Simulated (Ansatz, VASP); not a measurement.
## AlCo: VASP beside Ansatz

Wanted: the spread between two codes on one cell, functional and k mesh. The cell is taken from a series of runs on this material, whose earlier steps may have relaxed, scaled, displaced or heated it; both programs get it as it stands.

Method: plane waves, with VASP 6.6.1 beside it; single point at PBE, in Ansatz 0.2.0.

### Step 1. Set-up

Symmetry: Pm-3m, No. 221, cubic system. The conventional cell has a = 2.503 Å, b = 2.503 Å, c = 2.503 Å, α = 90.00°, β = 90.00°, γ = 90.00°. Nearest to Al lie 8 Co at 2.17 Å. Co has 8 Al at 2.17 Å nearest. Farther neighbours are not listed.

### Step 2. VASP: single point, PBE, pair 1

A single point gives forces, pressure and levels at one fixed geometry, so differences don't come from the geometry; what else differs is listed under the comparison.

Lines of VASP's logs that name or quote its potential files are left out, and so is its time.

File INCAR:

```
SYSTEM = AlCo
PREC = Accurate
ENCUT = 600
EDIFF = 1E-06
NELM = 120
ISMEAR = -1
SIGMA = 0.05
LREAL = .FALSE.
ALGO = Normal
GGA = PE
NBANDS = 12
LASPH = .TRUE.
LORBIT = 11
LWAVE = .FALSE.
LCHARG = .FALSE.
ISIF = 2
GGA_COMPAT = .FALSE.
```

File POSCAR:

```
AlCo
1.0
    2.5033593900      0.0000000000      0.0000000000
    0.0000000000      2.5033593900      0.0000000000
    0.0000000000      0.0000000000      2.5033593900
Al Co
1 1
Direct
    0.0000000000      0.0000000000      0.0000000000
    0.5000000000      0.5000000000      0.5000000000
```

File KPOINTS:

```
Automatic mesh
0
Gamma
15 15 15
0 0 0
```

The projector-augmented-wave data sets are Al and Co (PBE family, release 64).

Started as:

```sh
> mpirun -np 1 vasp_std
```

Numbers of over 12 decimals in the logs are rounded to 6 here.

Log:

```text
[banner, memory and clock lines left out]
running    1 mpi-ranks, on    1 nodes
 distrk:  each k-point on    1 cores,    1 groups
 distr:  one band on    1 cores,    1 groups

 POSCAR found type information on POSCAR AlCo
 POSCAR found :  2 types and       2 ions
 LDA part: xc-table for (Slater+PW92), standard interpolation
 POSCAR, INCAR and KPOINTS ok, starting setup
 FFT: planning ... GRIDC
 FFT: planning ... GRID_SOFT
 FFT: planning ... GRID
 WAVECAR not read
 entering main loop
       N       E                     dE             d eps       ncg     rms          rms(c)
DAV:   1     0.469665987556E+02    0.46967E+02   -0.61147E+03  2976   0.132E+03
DAV:   2    -0.899867902528E+01   -0.55965E+02   -0.51462E+02  2992   0.210E+02
DAV:   3    -0.109381221332E+02   -0.19394E+01   -0.19254E+01  3328   0.447E+01
DAV:   4    -0.109654893683E+02   -0.27367E-01   -0.27357E-01  3288   0.488E+00
DAV:   5    -0.109662801355E+02   -0.79077E-03   -0.79075E-03  3564   0.896E-01    0.177E+01
DAV:   6    -0.110149742373E+02   -0.48694E-01   -0.29898E+01  3268   0.883E+01    0.904E+00
DAV:   7    -0.941953262830E+01    0.15954E+01   -0.11857E+01  3284   0.540E+01    0.393E+00
DAV:   8    -0.933213855458E+01    0.87394E-01   -0.17170E-01  3628   0.513E+00    0.107E+00
DAV:   9    -0.932223250845E+01    0.99060E-02   -0.17031E-02  4328   0.170E+00    0.359E-01
DAV:  10    -0.932222588803E+01    0.66204E-05   -0.33645E-04  3396   0.193E-01    0.312E-01
DAV:  11    -0.932219260587E+01    0.33282E-04   -0.94154E-05  3428   0.908E-02    0.520E-02
DAV:  12    -0.932218771277E+01    0.48931E-05   -0.29026E-05  3584   0.859E-02    0.121E-02
DAV:  13    -0.932218803361E+01   -0.32084E-06   -0.71792E-07  1916   0.841E-03
   1 F= -.93221880E+01 E0= -.93206635E+01  d E =-.304914E-02
```

OUTCAR, selected parts (step 2):

```text
ion  position               nearest neighbor table
   1  0.000  0.000  0.000-   2 2.17   2 2.17   2 2.17   2 2.17   2 2.17   2 2.17   2 2.17   2 2.17

  LATTYP: Found a simple cubic cell.
 ALAT       =     2.5033593900

 Subroutine GETGRP returns: Found 48 space group operations
 (whereof 48 operations were pure point group operations)

The static configuration has the point symmetry O_h .

 Found    120 irreducible k-points:

   k-points           NKPTS =    120   k-points in BZ     NKDIM =    120   number of bands    NBANDS=     12

   dimension x,y,z NGX =    20 NGY =   20 NGZ =   20
   dimension x,y,z NGXF=    40 NGYF=   40 NGZF=   40

   ENCUT  =  600.0 eV  44.10 Ry    6.64 a.u.   5.00  5.00  5.00*2*pi/ulx,y,z

   NELECT =      12.0000    total number of electrons

 k-points in reciprocal lattice and weights: Automatic mesh
   0.00000000  0.00000000  0.00000000       0.000
   0.06666667  0.00000000  0.00000000       0.002
   0.13333333  0.00000000  0.00000000       0.002
   0.20000000  0.00000000  0.00000000       0.002
   0.26666667  0.00000000  0.00000000       0.002
   0.33333333  0.00000000  0.00000000       0.002
   0.40000000  0.00000000  0.00000000       0.002
   0.46666667  0.00000000  0.00000000       0.002
   0.06666667  0.06666667  0.00000000       0.004
[...]
0.46666667  0.46666667  0.40000000       0.007
   0.46666667  0.46666667  0.46666667       0.002

 average (electrostatic) potential at core
       1 -62.5669       2 -72.3307

 E-fermi :  16.9136

 k-point     1 :       0.0000    0.0000    0.0000
  band No.  band energies     occupation
    ...
      2      11.5759      2.00000
      3      11.5759      2.00000
      4      15.4110      2.00000
      5      15.4110      2.00000
      6      15.4110      2.00000
      7      25.2059      0.00000
      8      25.2059      0.00000
      9      25.2059      0.00000
     10      27.3522      0.00000
     11      27.3522      0.00000
    ...

 k-point     2 :       0.0667    0.0000    0.0000
  band No.  band energies     occupation
    ...
      2      11.5886      2.00000
      3      11.6163      2.00000
      4      15.3367      2.00000
      5      15.3367      2.00000
      6      15.4199      2.00000
      7      24.0404      0.00000
      8      25.3563      0.00000
      9      25.3563      0.00000
     10      27.2841      0.00000
     11      28.4945      0.00000
    ...

 k-point     3 :       0.1333    0.0000    0.0000
  band No.  band energies     occupation
    ...
      2      11.6058      2.00000
      3      11.7329      2.00000
      4      15.1350      2.00000
      5      15.1350      2.00000
      6      15.4452      2.00000
      7      22.2780      0.00000
      8      25.7857      0.00000
      9      25.7857      0.00000
     10      27.0849      0.00000
     11      30.1969      0.00000
    ...

  Total       15.7148816     15.7148816     15.7148816      0.0000000      0.0000000     -0.0000000
  in kB     1604.9151861   1604.9151861   1604.9151861      0.0000000      0.0000000     -0.0000000
  external PRESSURE =    1604.9151861 kB  Pullay stress =       0.0000000 kB

  energy-cutoff  :      600.00
  volume of cell :       15.69
      direct lattice vectors                 reciprocal lattice vectors
     2.503359390  0.000000000  0.000000000     0.399463219  0.000000000  0.000000000
     0.000000000  2.503359390  0.000000000     0.000000000  0.399463219  0.000000000
     0.000000000  0.000000000  2.503359390     0.000000000  0.000000000  0.399463219

 POSITION                                       TOTAL-FORCE (eV/Angst)
 -----------------------------------------------------------------------------------
      0.00000      0.00000      0.00000         0.000000      0.000000      0.000000
      1.25168      1.25168      1.25168         0.000000      0.000000      0.000000
 -----------------------------------------------------------------------------------
    total drift:                               -0.000000      0.000000      0.000000

  FREE ENERGIE OF THE ION-ELECTRON SYSTEM (eV)
  ---------------------------------------------------
  free  energy   TOTEN  =        -9.3221880336 eV

  energy  without entropy=       -9.3191388890  energy(sigma->0) =       -9.32066346

 total charge
# of ion       s       p       d       tot
------------------------------------------
    1        0.481   0.662   0.000   1.143
    2        0.628   0.936   7.923   9.487
--------------------------------------------------
tot          1.109   1.598   7.923  10.630

[... 3 further parts left out ...]
```

The run ends at a pressure of 160.49 GPa.

### Step 3. Ansatz: single point, PBE, pair 1

Ansatz runs on its PAW soft_1 files.

The same cell, functional, mesh and smearing now go to Ansatz.

File input.yaml:

```yaml
crystal:
  lattice:
    - [2.50335939, 0.0, 0.0]
    - [0.0, 2.50335939, 0.0]
    - [0.0, 0.0, 2.50335939]
  atoms:
    - { symbol: Al, position: [0.0, 0.0, 0.0] }
    - { symbol: Co, position: [0.5, 0.5, 0.5] }
kpoints:
  mp_grid: { grid: [15, 15, 15] }
hamiltonian:
  xc: pbe
  pseudopotentials: { kind: paw, azcp: { folder: soft_1 } }
scf:
  occupations: { method: fermi_dirac, width: 0.05 }
  max_iter: 120
  convergence: { dr2_threshold: 1.0e-08 }
basis:
  ecutwfc: 420.0
output:
  stress: true
```

Started as:

```sh
> ansatz run input.yaml --threads 1 --pin off --max-ram 2560MiB --backend cpu --events-out ev --progress --plain --runs-dir out
```

Log:

```text
Warning: output.stress: scf.convergence.dr2_threshold = 1e-8 eV is looser than the 2e-10 eV advised for a printed stress (1e-10 eV for each atom of the cell: 2). What an SCF threshold leaves in a stress goes as its square root, and in the free energy as the threshold itself, and one threshold admits the most on a small cell: [figures from the program's tests cut] Set scf.convergence.dr2_threshold to 2e-10 eV or tighter. The threshold is an SCF's pass mark: one that does not reach it within its budget of iterations ends unconverged, or closes short of it on a stop that the run arms, and scf.convergence.dr2_threshold's page says what that costs each kind of run
Engine: ansatz 0.2.0, x86_64-unknown-linux-gnu
Pseudopotentials: kind: paw
Pseudopotential: Al, paw, valence charge 3, recommended cutoff 420 eV (normal), soft_1/Al.paw.azcp
Pseudopotential: Co, paw, valence charge 17, recommended cutoff 420 eV (normal), soft_1/Co.paw.azcp
Functional definition: PBE
  parameter kappa = 0.804
  parameter beta = 0.066725
  exchange = pbe_x(kappa = kappa, mu = beta*pi^2/3)
  correlation = pbe_c(beta = beta)
Crystal: 2 atoms, lattice volume = 15.688 Å³
Basis set: ecut = 420 eV, 305 PW (Γ)
Bands: 14, of which v1, the nominal top of the filled ones, is band 10 counted from 1 (9 counted from 0)
Symmetry: 48 space group operations
Space group: Pm-3m (ITA 221), of the structure as read, at distance tolerance 2.5e-5 Å
k-points: 120 of 3375
Non-local potential: Al, projectors of the file, l = 0: 2, l = 1: 2, l = 2: 1
Non-local potential: Co, projectors of the file, l = 0: 3, l = 1: 2, l = 2: 3, l = 3: 1
PAW form: soft (Blöchl's): semilocal exchange-correlation on the pseudo side does not see the compensation charge
PAW one-centre angular grid: Al, 110 points (default); XC on 64 Gauss nodes
PAW one-centre angular grid: Co, 590 points (default); XC on 64 Gauss nodes
Initial density: superposition of atomic densities (chi_scale 0.1, normalization cell, long waves kept (reshape's long-wave potential 0.00 eV rms))
Initial wavefunctions: pseudopotential atomic-orbital guess
Functional: x = pbe(κ = 0.804, μ = 0.219515), c = pbe(β = 0.066725)
SCF iter   1: F=—  HF=-5662.380083 eV  |F-HF|=—  |Δ(HF+E_count)|=         —  Δρ=6.23e-2  dr2=3.38e-1  ethr=3.10e-3  ⟨swp⟩=5.0  Hψ=8285  notcnv=0
preconditioner: auto → none  [metal: Δε(μ)=0.029 eV  Ē_g=11.683 eV  σ=0.050 eV  W_gap=0.14  n_scr=6 (ndim 8)  ℏωp=32.5 eV  f_vac=0.000  D(μ)=0.37/eV (n_scr^D=0)  sad-step TF]
SCF iter   2: F=—  HF=-5662.300446 eV  |F-HF|=—  |Δ(HF+E_count)|=   7.96e-2  Δρ=5.89e-2  dr2=3.98e-1  ethr=1.69e-3  ⟨swp⟩=2.0  Hψ=3100  notcnv=0  defer=1
SCF iter   3: F=—  HF=-5662.183725 eV  |F-HF|=—  |Δ(HF+E_count)|=   1.17e-1  Δρ=1.15e-2  dr2=1.23e-2  ethr=1.69e-3  ⟨swp⟩=2.2  Hψ=2413  notcnv=0  defer=1
SCF iter   4: F=—  HF=-5662.181151 eV  |F-HF|=—  |Δ(HF+E_count)|=   2.57e-3  Δρ=1.07e-3  dr2=8.21e-5  ethr=6.17e-5  ⟨swp⟩=2.5  Hψ=3582  notcnv=0  defer=1
SCF iter   5: F=—  HF=-5662.181118 eV  |F-HF|=—  |Δ(HF+E_count)|=   3.33e-5  Δρ=3.81e-4  dr2=1.26e-5  ethr=4.10e-7  ⟨swp⟩=2.0  Hψ=2880  notcnv=0  defer=1
SCF iter   6: F=—  HF=-5662.181111 eV  |F-HF|=—  |Δ(HF+E_count)|=   6.30e-6  Δρ=8.46e-5  dr2=6.40e-7  ethr=6.32e-8  ⟨swp⟩=2.3  Hψ=2201  notcnv=0  defer=1
SCF iter   7: F=—  HF=-5662.181113 eV  |F-HF|=—  |Δ(HF+E_count)|=   1.46e-6  Δρ=9.32e-6  dr2=8.11e-9  ethr=5.00e-11  ⟨swp⟩=3.6  Hψ=6946  notcnv=0
SCF iter   8: F=-5662.181113 eV  HF=-5662.181113 eV  |F-HF|=3.27e-11  |Δ(HF+E_count)|=   1.58e-9  Δρ=5.58e-7  dr2=2.90e-11  ethr=4.05e-11  ⟨swp⟩=2.7  Hψ=5754  notcnv=0
SCF 1 converged in 8 iterations: F = -5662.181113 eV  dr2 = 2.90e-11
  greatest PAW one-centre occupation: 1.001 electrons in one spin orbital (limit 2), on the Co atom at site 1 (counted from 0), in its partial waves of l = 1
SCF converged after 8 iterations
Free energy (F): -5662.181113 eV
Harris-Foulkes:  -5662.181113 eV  (|F-HF|=3.27e-11)
Internal energy: -5662.178067 eV  (E = F + TS)
E sigma→0 (E₀):  -5662.179590 eV
Entropy (-TS):   -0.003046 eV (-1.523 meV/atom)
Fermi energy:    22.601868 eV
--- Per-component energies (eV) ---
  E_band       = -146.050112
  E_kinetic    = 341.178384
  E_local      = -2997.244251  (includes V_loc(G=0)·N_el)
  E_nonlocal   = 457.298113
  E_hartree    = 1394.515837
  E_xc         = -139.477904
  E_vxc        = -160.430082  (∫ρ·V_xc dr)
  E_paw        = -2051.438896  (= ΣΔE_a)
  E_vpaw       = -575.884343  (= ΣTr[D̂ρ^β])
  E_aug_tail   = -0.000011  (compensation charges beyond the density's cutoff)
  E_ewald      = -2667.009339
  E_smearing   = -0.003046  (= −TS)
  E_closure    = 0.000000  (closes the sum)
  Σ components = -5662.181113   (vs F -5662.181113, Δ=0.00e0)
--- Stress (GPa, compression-positive) ---
      159.908700      -0.000000       0.000000
       -0.000000     159.908700       0.000000
       -0.000000       0.000000     159.908700
  P = ⅓ Tr σ = 159.9087 GPa (1599.087 kbar)
```

The column dr2 measures how far the density is from self-consistency, as an energy; F and HF (Harris–Foulkes) agree once it is small.

The run ends at a pressure of 159.91 GPa.

### Step 4. Comparison

Known differences besides the potentials themselves: the data sets hold 20 valence electrons in Ansatz (on its PAW soft_1 files) and 12 in VASP; the cutoff is 420 eV in Ansatz and 600 eV in VASP. Total energies have different zeros and are not compared.

Both answers:

| quantity | Ansatz | VASP | difference |
| --- | --- | --- | --- |
| pressure (GPa) | 159.91 | 160.49 | -0.58 |

### Step 5. Ansatz: single point, PBE, pair 2

A single point gives forces, pressure and levels at one fixed geometry, so differences don't come from the geometry; what else differs is listed under the comparison. The cell compared in this pair holds 17.48 Å³, against 15.69 Å³ for the pair before.

The cell is taken from a series of runs on this material, whose earlier steps may have relaxed, scaled, displaced or heated it; both programs get it as it stands.

input.yaml, as its differences from that of step 3:

```diff
@@ -2,5 +2,5 @@
   lattice:
-    - [2.50335939, 0.0, 0.0]
-    - [0.0, 2.50335939, 0.0]
-    - [0.0, 0.0, 2.50335939]
+    - [2.59530692, 0.0, 0.0]
+    - [0.0, 2.59530692, 0.0]
+    - [0.0, 0.0, 2.59530692]
   atoms:
```

Log:

```text
[...]
Crystal: 2 atoms, lattice volume = 17.481 Å³
Basis set: ecut = 420 eV, 341 PW (Γ)
Bands: 14, of which v1, the nominal top of the filled ones, is band 10 counted from 1 (9 counted from 0)
Symmetry: 48 space group operations
[...]
k-points: 120 of 3375
[...]
SCF iter   1: F=—  HF=-5663.733687 eV  |F-HF|=—  |Δ(HF+E_count)|=         —  Δρ=5.91e-2  dr2=3.91e-1  ethr=3.10e-3  ⟨swp⟩=5.0  Hψ=8144  notcnv=0
[...]
SCF iter   8: F=-5663.562932 eV  HF=-5663.562932 eV  |F-HF|=1.82e-12  |Δ(HF+E_count)|=  3.98e-10  Δρ=2.13e-7  dr2=3.67e-12  ethr=4.73e-12  ⟨swp⟩=1.6  Hψ=4770  notcnv=0
SCF 1 converged in 8 iterations: F = -5663.562932 eV  dr2 = 3.67e-12
[...]
SCF converged after 8 iterations
Free energy (F): -5663.562932 eV
[...]
Internal energy: -5663.559247 eV  (E = F + TS)
E sigma→0 (E₀):  -5663.561089 eV
Entropy (-TS):   -0.003685 eV (-1.843 meV/atom)
Fermi energy:    20.037772 eV
[...]
--- Stress (GPa, compression-positive) ---
       92.259569      -0.000000      -0.000000
       -0.000000      92.259569       0.000000
        0.000000       0.000000      92.259569
  P = ⅓ Tr σ = 92.2596 GPa (922.596 kbar)
```

The run ends at a pressure of 92.26 GPa.

### Step 6. VASP: single point, PBE, pair 2

The same cell, functional, mesh and smearing now go to VASP, with its own data sets.

INCAR is that of step 2.

File POSCAR:

```
AlCo
1.0
    2.5953069200      0.0000000000      0.0000000000
    0.0000000000      2.5953069200      0.0000000000
    0.0000000000      0.0000000000      2.5953069200
Al Co
1 1
Direct
    0.0000000000      0.0000000000      0.0000000000
    0.5000000000      0.5000000000      0.5000000000
```

KPOINTS is that of step 2.

Started as:

```sh
> mpirun -np 1 vasp_std
```

Log:

```text
[... set-up lines as in an earlier step ...]
 entering main loop
       N       E                     dE             d eps       ncg     rms          rms(c)
DAV:   1     0.454989678207E+02    0.45499E+02   -0.60136E+03  2904   0.127E+03
DAV:   2    -0.104584301864E+02   -0.55957E+02   -0.51763E+02  2976   0.206E+02
DAV:   3    -0.123773607736E+02   -0.19189E+01   -0.19067E+01  3432   0.443E+01
DAV:   4    -0.124053062280E+02   -0.27945E-01   -0.27937E-01  3272   0.486E+00
[...]
DAV:  11    -0.107076628255E+02    0.31730E-04   -0.65448E-05  3440   0.785E-02    0.241E-02
DAV:  12    -0.107076619223E+02    0.90319E-06   -0.11517E-05  3472   0.503E-02    0.532E-03
DAV:  13    -0.107076623022E+02   -0.37990E-06   -0.23244E-07  1780   0.453E-03
   1 F= -.10707662E+02 E0= -.10705816E+02  d E =-.369328E-02
```

OUTCAR, selected parts (step 6):

```text
  Total       10.0674683     10.0674683     10.0674683     -0.0000000      0.0000000      0.0000000
  in kB      922.7088317    922.7088317    922.7088317     -0.0000000      0.0000000      0.0000000
  external PRESSURE =     922.7088317 kB  Pullay stress =       0.0000000 kB

 POSITION                                       TOTAL-FORCE (eV/Angst)
 -----------------------------------------------------------------------------------
      0.00000      0.00000      0.00000         0.000000      0.000000      0.000000
      1.29765      1.29765      1.29765         0.000000      0.000000      0.000000
 -----------------------------------------------------------------------------------
    total drift:                                0.000000     -0.000000     -0.000000

  FREE ENERGIE OF THE ION-ELECTRON SYSTEM (eV)
  ---------------------------------------------------
  free  energy   TOTEN  =       -10.7076623022 eV

  energy  without entropy=      -10.7039690178  energy(sigma->0) =      -10.70581566

[... 1 part as in an earlier step ...]

[... 2 further parts left out ...]
[key lines of the parts left out:]
E-fermi :  14.9081
```

The run ends at a pressure of 92.27 GPa.

(Part 1 of 2 ends here.)

[Lines on the potential files, build, host, timing and source positions are cut from VASP's logs without a mark.]

[Logs are printed without paths, hosts, clocks, repeated set-up lines and the standing remarks that a program may print on its own settings, such as how far it seeks lower states.]

[Hosts, paths, dates, database ids (printed as entryN), source tags and the programs' standing remarks are cut or masked in the printed files.]
